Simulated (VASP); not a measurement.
Level of theory: vdW-DF2, VASP's PBE PAW potentials (set 64) (plane waves; VASP 6.6.1).

VASP ran on this input.

**KPOINTS**
```
Automatic mesh
0
Gamma
11 11 11
0 0 0
```

File POSCAR:
```
K
1.0
 -2.5851655569   2.5851655569   2.5851655569
  2.5851655569  -2.5851655569   2.5851655569
  2.5851655569   2.5851655569  -2.5851655569
K
1
Cartesian
  0.0000000000   0.0000000000   0.0000000000
```

**INCAR**
```
SYSTEM = K
PREC = Accurate; ENCUT = 520; LREAL = .FALSE.
LASPH = .TRUE.
EDIFF = 1E-7; NELM = 100; ALGO = Normal
ISMEAR = -5
GGA = ML; LUSE_VDW = .TRUE.; AGGAC = 0.0
ZAB_VDW = -1.8867
ISIF = 2
LWAVE = .FALSE.; LCHARG = .TRUE.; LORBIT = 11
NEDOS = 601
```

POTCAR, in this order: K_sv (PBE.64 set). Program: vasp_std.

The resulting files:

OSZICAR:
```
       N       E                     dE             d eps       ncg     rms          rms(c)
DAV:   1     0.492109879048E+02    0.49211E+02   -0.38241E+03   896   0.875E+02
DAV:   2     0.250052992977E+01   -0.46710E+02   -0.46550E+02   896   0.222E+02
DAV:   3     0.108016365429E+01   -0.14204E+01   -0.14179E+01  1464   0.355E+01
DAV:   4     0.104457487773E+01   -0.35589E-01   -0.35487E-01  1432   0.424E+00
DAV:   5     0.104403994234E+01   -0.53494E-03   -0.53370E-03  1496   0.295E-01    0.330E+00
DAV:   6     0.104453865438E+01    0.49871E-03   -0.12062E-03  1472   0.277E-01    0.201E+00
DAV:   7     0.104446064947E+01   -0.78005E-04   -0.25868E-03  1312   0.374E-01    0.477E-02
DAV:   8     0.104433727870E+01   -0.12337E-03   -0.25435E-04  1296   0.143E-01    0.158E-02
DAV:   9     0.104427225085E+01   -0.65028E-04   -0.15376E-04  1080   0.866E-02    0.125E-02
DAV:  10     0.104426609799E+01   -0.61529E-05   -0.14380E-05  1544   0.316E-02    0.325E-03
DAV:  11     0.104426301518E+01   -0.30828E-05   -0.63053E-06  1056   0.178E-02    0.237E-03
DAV:  12     0.104426225506E+01   -0.76012E-06   -0.29255E-06  1216   0.128E-02    0.442E-04
DAV:  13     0.104426223274E+01   -0.22313E-07   -0.59879E-08  1560   0.113E-03
   1 F= 0.10442622E+01 E0= 0.10442622E+01  d E =0.000000E+00
```

### OUTCAR
```
------------------------ aborting loop because EDIFF is reached ----------------------------------------
  FORCE on cell =-STRESS in cart. coord.  units (eV):
  Direction    XX          YY          ZZ          XY          YZ          ZX
  --------------------------------------------------------------------------------------
  Total        0.0016756      0.0016756      0.0016756      0.0000000      0.0000000      0.0000000
  in kB        0.0388462      0.0388462      0.0388462      0.0000000      0.0000000      0.0000000
  external PRESSURE =       0.0388462 kB  Pullay stress =       0.0000000 kB
  volume of cell :       69.11
      direct lattice vectors                 reciprocal lattice vectors
    -2.585165557  2.585165557  2.585165557     0.000000000  0.193411211  0.193411211
     2.585165557 -2.585165557  2.585165557     0.193411211  0.000000000  0.193411211
     2.585165557  2.585165557 -2.585165557     0.193411211  0.193411211  0.000000000
 POSITION                                       TOTAL-FORCE (eV/Angst)
 -----------------------------------------------------------------------------------
      0.00000      0.00000      0.00000         0.000000      0.000000      0.000000
 -----------------------------------------------------------------------------------
    total drift:                               -0.000000     -0.000000      0.000000
  FREE ENERGIE OF THE ION-ELECTRON SYSTEM (eV)
  ---------------------------------------------------
  free  energy   TOTEN  =         1.0442622327 eV

  energy  without entropy=        1.0442622327  energy(sigma->0) =        1.04426223

 total charge

# of ion       s       p       d       tot
------------------------------------------
    1        1.985   5.487   0.006   7.478
```
(Selected blocks of OUTCAR.)

OUTCAR:
```
 val. band max:       -0.0905927596   @ k =  -0.3636   0.4545   0.0909

 cond. band min:       0.0162098213   @ k =   0.1818   0.1818   0.1818


 Fermi energy:        -0.0433376188

 k-point     1 :       0.0000    0.0000    0.0000
  band No.  band energies     occupation
      1     -32.3919      2.00000
      2     -15.8271      2.00000
      3     -15.8271      2.00000
      4     -15.8271      2.00000
      5      -2.3428      2.00000
      6       4.0108      0.00000
      7       4.0108      0.00000
      8       4.0108      0.00000

 k-point     2 :       0.0909    0.0000    0.0000
  band No.  band energies     occupation
      1     -32.3914      2.00000
      2     -15.8340      2.00000
      3     -15.8294      2.00000
      4     -15.8271      2.00000
      5      -2.2334      2.00000
      6       3.8840      0.00000
      7       3.8926      0.00000
      8       4.0996      0.00000

 k-point     3 :       0.1818    0.0000    0.0000
  band No.  band energies     occupation
      1     -32.3902      2.00000
      2     -15.8523      2.00000
      3     -15.8355      2.00000
      4     -15.8271      2.00000
      5      -1.9119      2.00000
      6       3.3759      0.00000
      7       3.6184      0.00000
      8       4.3625      0.00000

 k-point     4 :       0.2727    0.0000    0.0000
  band No.  band energies     occupation
      1     -32.3887      2.00000
      2     -15.8760      2.00000
      3     -15.8434      2.00000
      4     -15.8271      2.00000
      5      -1.3978      2.00000
      6       2.6315      0.00000
      7       3.3225      0.00000
      8       4.7836      0.00000

 k-point     5 :       0.3636    0.0000    0.0000
  band No.  band energies     occupation
      1     -32.3873      2.00000
      2     -15.8975      2.00000
      3     -15.8507      2.00000
      4     -15.8270      2.00000
      5      -0.7259      2.09122
      6       1.8225      0.00000
      7       3.0918      0.00000
...
```

For a metal the tetrahedron method with Blöchl corrections gives inexact stress and forces.

The compound is K in the bcc structure. It was relaxed first, which changed the volume by -6 %.
